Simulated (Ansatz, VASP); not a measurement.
# SrBe3: VASP beside Ansatz

Aim: how closely do two programs agree when they are given the same cell, functional and k mesh? The cell is generated by rule, not measured, and may not be a known phase. The cell is taken from a series of runs on this material, whose earlier steps may have relaxed, scaled, displaced or heated it; both programs get it as it stands.

Method: plane waves, with VASP 6.6.1 beside it; zone-centre phonons at PBEsol, in Ansatz 0.2.0.

The structure was built from a prototype and need not be the compound's stable phase.

## (1) Starting point

It takes space group Fm-3m (No. 225, cubic). The conventional cell has a = 8.826 Å, b = 8.826 Å, c = 8.826 Å, α = 90.00°, β = 90.00°, γ = 90.00°. Nearest to Be lie 5 Be at 2.13 to 3.01 Å and 4 Sr at 3.20 Å. Sr has 12 Be at 3.20 Å nearest. Farther neighbours are not listed.

## (2) Ansatz: zone-centre phonons, PBEsol

Ansatz runs on norm-conserving files, of PseudoDojo where its log says so.

Second derivatives magnify differences that forces hide, and they need a tight electronic threshold.

input.yaml reads:

```yaml
crystal:
  lattice:
    - [0.0, 4.4132383189, 4.4132383189]
    - [4.4132383189, 0.0, 4.4132383189]
    - [4.4132383189, 4.4132383189, 0.0]
  atoms:
    - { symbol: Be, position: [0.8295929973, 0.1704070027, 0.1704070027] }
    - { symbol: Be, position: [0.1704070027, 0.8295929973, 0.8295929973] }
    - { symbol: Be, position: [0.8295929973, 0.8295929973, 0.1704070027] }
    - { symbol: Be, position: [0.1704070027, 0.1704070027, 0.8295929973] }
    - { symbol: Be, position: [0.8295929973, 0.1704070027, 0.8295929973] }
    - { symbol: Be, position: [0.1704070027, 0.8295929973, 0.1704070027] }
    - { symbol: Sr, position: [0.75, 0.75, 0.75] }
    - { symbol: Sr, position: [0.25, 0.25, 0.25] }
kpoints:
  mp_grid: { grid: [6, 6, 6] }
hamiltonian:
  xc: pbesol
  pseudopotentials: { kind: nc }
scf:
  occupations: { method: methfessel_paxton, width: 0.15 }
output:
  eigenvalues: true
phonons:
  method: dfpt
```

The run is started by

```console
ansatz run input.yaml --threads 4 --pin off --max-ram 7168MiB --backend cpu --events-out ev --progress --plain --runs-dir out
```

Numbers of over 12 decimals in the logs are rounded to 6 here.

The program printed:

```text
zone centre: on kpoints.mp_grid the ground state, and the responses unless they are solved on pairs of k-points, stand on 68 of the mesh's 216 k-points, reduced under 2 symmetry operations, with k and −k counted as one. Each operation leaves every solved displacement unchanged or reverses it
Engine: ansatz 0.2.0, aarch64-unknown-linux-gnu
Pseudopotentials: kind: nc
Pseudopotential: Be, nc, valence charge 4, recommended cutoff 1197.300995 eV (normal), Be.nc.azcp (PseudoDojo's, or run here from an input of PseudoDojo's: the run reads no file of this project's for it)
Pseudopotential: Sr, nc, valence charge 10, recommended cutoff 925.187132 eV (normal), Sr.nc.azcp (PseudoDojo's, or run here from an input of PseudoDojo's: the run reads no file of this project's for it)
Functional definition: PBEsol
  exchange = pbesol_x
  correlation = pbesol_c
Crystal: 8 atoms, lattice volume = 171.910 Å³
Basis set: ecut = 1197.300995 eV, 16361 PW (Γ), exchange–correlation on 144×144×144 points (8 copies of the dense FFT grid, shifted against one another)
Bands: 30, of which v1, the nominal top of the filled ones, is band 22 counted from 1 (21 counted from 0)
Symmetry: 48 space group operations
k-points: 68 of 216 (irreducible under 2 space group operations, time reversal used)
Non-local potential: Be, projectors of the file, l = 0: 2, l = 1: 2
Non-local potential: Sr, projectors of the file, l = 0: 2, l = 1: 2, l = 2: 2
Initial density: superposition of atomic densities (chi_scale 0.1, normalization cell, long waves kept (reshape's long-wave potential 0.00 eV rms))
Initial wavefunctions: pseudopotential atomic-orbital guess
Functional: x = pbesol(κ = 0.804, μ = 0.123457), c = pbesol(β = 0.046)
SCF iter   1: F=—  HF=-4124.356249 eV  |F-HF|=—  |Δ(HF+E_count)|=         —  Δρ=4.59e-2  dr2=1.01e1  ethr=3.10e-3  ⟨swp⟩=10.4  Hψ=12551  notcnv=0
preconditioner: auto → Resta (q_TF=auto, 2.174 Å⁻¹)  ε∞=5.9  [insulator: Δε(μ)=0.122 eV  Ē_g=5.096 eV  σ=0.150 eV  W_gap=0.60  n_scr=26 (ndim 8)  ℏωp=11.3 eV  f_vac=0.000  D(μ)=2.05/eV (n_scr^D=14)  ε∞_Penn≈5.9]
SCF iter   2: F=—  HF=-4122.178700 eV  |F-HF|=—  |Δ(HF+E_count)|=    2.18e0  S|Δr|=    0.00e0  Δρ=1.96e-2  dr2=1.55e0  ethr=3.10e-3  ⟨swp⟩=3.1  Hψ=3745  notcnv=0  defer=105
preconditioner: auto → Kerker (q_TF=auto, 2.174 Å⁻¹)  [metal: Δε(μ)=0.080 eV  Ē_g=4.679 eV  σ=0.150 eV  W_gap=0.40  n_scr=26 (ndim 8)  ℏωp=11.3 eV  f_vac=0.000  D(μ)=5.41/eV (n_scr^D=50)]
SCF iter   3: F=—  HF=-4121.782182 eV  |F-HF|=—  |Δ(HF+E_count)|=   3.97e-1  S|Δr|=    0.00e0  Δρ=3.65e-3  dr2=6.57e-2  ethr=3.10e-3  ⟨swp⟩=3.0  Hψ=3317  notcnv=0  defer=89
SCF iter   4: F=—  HF=-4121.761174 eV  |F-HF|=—  |Δ(HF+E_count)|=   2.10e-2  S|Δr|=    0.00e0  Δρ=9.32e-4  dr2=5.78e-3  ethr=1.49e-4  ⟨swp⟩=2.0  Hψ=2605  notcnv=0  defer=89
SCF iter   5: F=—  HF=-4121.759519 eV  |F-HF|=—  |Δ(HF+E_count)|=   1.66e-3  S|Δr|=    0.00e0  Δρ=3.85e-4  dr2=4.52e-4  ethr=1.31e-5  ⟨swp⟩=2.0  Hψ=2507  notcnv=0  defer=89
SCF iter   6: F=—  HF=-4121.759531 eV  |F-HF|=—  |Δ(HF+E_count)|=   1.21e-5  S|Δr|=    0.00e0  Δρ=1.06e-4  dr2=3.48e-5  ethr=1.03e-6  ⟨swp⟩=1.3  Hψ=1977  notcnv=0  defer=89
SCF iter   7: F=—  HF=-4121.759545 eV  |F-HF|=—  |Δ(HF+E_count)|=   1.44e-5  S|Δr|=    0.00e0  Δρ=2.81e-5  dr2=1.79e-6  ethr=7.90e-8  ⟨swp⟩=2.3  Hψ=2538  notcnv=0  defer=89
SCF iter   8: F=—  HF=-4121.759439 eV  |F-HF|=—  |Δ(HF+E_count)|=   1.06e-4  S|Δr|=    0.00e0  Δρ=6.59e-6  dr2=7.10e-8  ethr=4.07e-9  ⟨swp⟩=2.0  Hψ=3004  notcnv=0  defer=89
SCF iter   9: F=—  HF=-4121.759439 eV  |F-HF|=—  |Δ(HF+E_count)|=   1.12e-8  S|Δr|=    0.00e0  Δρ=1.56e-6  dr2=5.48e-9  ethr=1.61e-10  ⟨swp⟩=2.2  Hψ=3045  notcnv=0  defer=89
SCF iter  10: F=—  HF=-4121.759439 eV  |F-HF|=—  |Δ(HF+E_count)|=  5.15e-10  S|Δr|=    0.00e0  Δρ=1.75e-7  dr2=5.28e-11  ethr=1.25e-11  ⟨swp⟩=2.0  Hψ=2476  notcnv=0  defer=89
SCF iter  11: F=-4121.759439 eV  HF=-4121.759439 eV  |F-HF|=3.64e-12  |Δ(HF+E_count)|=  1.00e-11  S|Δr|=    0.00e0  Δρ=3.42e-8  dr2=1.26e-12  ethr=1.00e-12  ⟨swp⟩=18.4  Hψ=14657  notcnv=0
the search or the solves at the SCF's close seem to have found levels that the self-consistency loop had missed (the run counts 1). By its estimate they hold under 1e-12 electrons; where the run keeps them, the occupations were computed again with them
SCF 1 converged in 11 iterations: F = -4121.759439 eV  dr2 = 1.26e-12
DFPT response loops at Γ: preconditioner auto → Kerker (q_TF=auto, 2.174 Å⁻¹) (partly filled bands, converged f_vac=0.000); β = 1.00, the filter's whole step (`scf.mixing.beta` (0.50) is not read by the response loops under this deck's `scf.mixing.preconditioner`; to damp them name `kerker` or `kerker_dos`, under which they read `scf.mixing.beta`, and type it under 1.00, their step now; both keys bind the ground state too); Broyden in place of MSR1
SCF converged after 11 iterations
Stability not checked: this state was not tested for a lower state beside it, because cold or Methfessel-Paxton smearing, or corrected tetrahedra, fill the levels in a way that the test cannot read (fill_not_monotonic; see scf.lower_state_search)
Free energy (F): -4121.759439 eV
Harris-Foulkes:  -4121.759439 eV  (|F-HF|=3.64e-12)
Internal energy: -4121.748537 eV  (E = F + TS)
E sigma→0 (E₀):  -4121.756714 eV
Entropy (-TS):   -0.010902 eV (-1.363 meV/atom)
Fermi energy:    4.350531 eV
--- Per-component energies (eV) ---
  E_band       = -1374.250273
  E_kinetic    = 1908.572667
  E_local      = -2907.737118  (includes V_loc(G=0)·N_el)
  E_nonlocal   = -1386.362800
  E_hartree    = 920.022057
  E_xc         = -832.452818
  E_vxc        = -828.767150  (∫ρ·V_xc dr)
  E_ewald      = -1823.790525
  E_smearing   = -0.010902  (= −TS)
  E_closure    = -0.000000  (closes the sum)
  Σ components = -4121.759439   (vs F -4121.759439, Δ=0.00e0)
--- Band table (eV; the first three rows and the last of 68) ---
  k-point 0: bands = [... 18 lower, 1.7714, 3.9275, 3.9275, 3.9275, 4.5385, 4.5385, 5.6519, 5.6519, ... 4 higher]
  k-point 1: bands = [... 18 lower, 2.4412, 3.8254, 3.9536, 3.9536, 4.4564, 4.4564, 5.2715, 5.9828, ... 4 higher]
  k-point 2: bands = [... 18 lower, 2.7070, 3.9165, 3.9165, 4.1049, 4.5693, 4.5693, 4.7129, 6.4159, ... 4 higher]
  k-point 67: bands = [... 18 lower, 2.7529, 2.8367, 4.5477, 4.5477, 4.7031, 5.5821, 5.5821, 5.6239, ... 4 higher]
--- Phonons (Γ-DFPT): 3 representative perturbations + reference, on 68 of 216 k-points (Σ response iterations 12) ---
  k mesh reduced under 2 symmetry operations, with k and −k counted as one. Each operation leaves every solved displacement unchanged or reverses it
  ASR residual: 9.407e-6 → 0.000e0 eV/Å²; symmetrization residual: 1.475e-6 eV/Å²
  ASR residual per site (eV/Å²): 9.41e-6 9.41e-6 9.41e-6 9.41e-6 9.41e-6 9.41e-6 7.67e-6 7.67e-6
  Γ frequencies (cm⁻¹): 0.00 0.00 0.00 103.67 103.67 103.67 218.95 218.95 218.95 282.07 282.07 282.07 337.97 337.97 379.07 379.07 379.07 381.80 381.80 381.80 519.91 519.91 519.91 519.93
  non-analytic LO–TO correction: not included (Born effective charges unavailable; polar crystals: no LO–TO splitting at Γ)
```

[end of part 1 of 3]

[Lines on the potential files, build, host, timing and source positions are cut from VASP's logs without a mark.]

[Logs are printed without paths, hosts, clocks, repeated set-up lines and the standing remarks that a program may print on its own settings, such as how far it seeks lower states.]

[Hosts, paths, dates, database ids (printed as entryN), source tags and the programs' standing remarks are cut or masked in the printed files.]
